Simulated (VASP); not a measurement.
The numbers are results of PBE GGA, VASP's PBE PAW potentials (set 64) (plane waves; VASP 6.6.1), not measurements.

The input files of a VASP run:

POSCAR:
```
CsSnI3
10.4916930
  1.0000000000   0.0000000000   0.0000000000
  0.0000000000   0.4513039030   0.0000000000
  0.0000000000   0.0000000000   1.6951462457
Cs Sn I
4 4 12
direct
  0.5841500000   0.2500000000   0.1699000000
  0.4158500000   0.7500000000   0.8301000000
  0.9158500000   0.7500000000   0.6699000000
  0.0841500000   0.2500000000   0.3301000000
  0.8413600000   0.2500000000   0.9381000000
  0.1586400000   0.7500000000   0.0619000000
  0.6586400000   0.7500000000   0.4381000000
  0.3413600000   0.2500000000   0.5619000000
  0.5268500000   0.7500000000   0.6156000000
  0.4731500000   0.2500000000   0.3844000000
  0.9731500000   0.2500000000   0.1156000000
  0.0268500000   0.7500000000   0.8844000000
  0.7940100000   0.7500000000   0.2913600000
  0.2059900000   0.2500000000   0.7086400000
  0.7059900000   0.2500000000   0.7913600000
  0.2940100000   0.7500000000   0.2086400000
  0.6661100000   0.7500000000   0.9986300000
  0.3338900000   0.2500000000   0.0013700000
  0.8338900000   0.2500000000   0.4986300000
  0.1661100000   0.7500000000   0.5013700000
```

### INCAR
```
! general
SYSTEM =CsSnI3
PREC   =Accurate
ENCUT  =300   ! plane-wave cut-off (eV)
LREAL  =Auto   ! projection in real space or not
LASPH  =T

! electronic loop
EDIFF  =1E-04
NELM   =100   ! most electronic steps
ALGO   =Normal
LMAXMIX=4   ! l cut-off of mixed one-centre charges

! smearing
ISMEAR =0
SIGMA  =0.01   ! width (eV)

! functional
GGA    =PE   ! PBE

! ions
ISIF   =2   ! forces and stress, cell fixed

! output
LWAVE  =F
LCHARG =F
```

KPOINTS:
```
K-points
0
Gamma
  2 3 1
```

POTCAR, in this order: Cs_sv Sn_d I (PBE.64 set). Program: vasp_std.

At this cut-off the stress carries a Pulay error, which pulls relaxed volumes low.

Problem. What does the run give for the energy per atom (σ→0), pressure, largest force?

Solution. 
```
Item                            Value
---------------------  --------------
energy per atom (σ→0)  -2.807 eV/atom
pressure                     1.00 GPa
largest force              0.176 eV/Å
```

### OSZICAR
```
...
DAV:   8    -0.561370227698E+02   -0.19769E-03   -0.25030E-01   944   0.153E+00    0.129E+00
DAV:   9    -0.561404377199E+02   -0.34150E-02   -0.15850E-02   960   0.424E-01    0.688E-01
DAV:  10    -0.561424198594E+02   -0.19821E-02   -0.80116E-03   992   0.234E-01    0.115E-01
DAV:  11    -0.561427512384E+02   -0.33138E-03   -0.70956E-04   800   0.787E-02    0.975E-02
DAV:  12    -0.561429236370E+02   -0.17240E-03   -0.17357E-04   600   0.411E-02    0.477E-02
DAV:  13    -0.561430513383E+02   -0.12770E-03   -0.23397E-04   664   0.377E-02    0.343E-02
DAV:  14    -0.561430601965E+02   -0.88583E-05   -0.33663E-05   528   0.226E-02
   1 F= -.56143060E+02 E0= -.56143060E+02  d E =-.304471E-13
```

The structure comes from a computed database's CsSnI3 entry; how it stands against other phases isn't given here. The cell was not relaxed at this level. The k-mesh is coarse (spacing up to 0.44 per Å, 2π included), so the numbers may not be converged in it. The run is one of a series of settings (EDIFF = 1E-04 against the base run), some of them coarse on purpose.
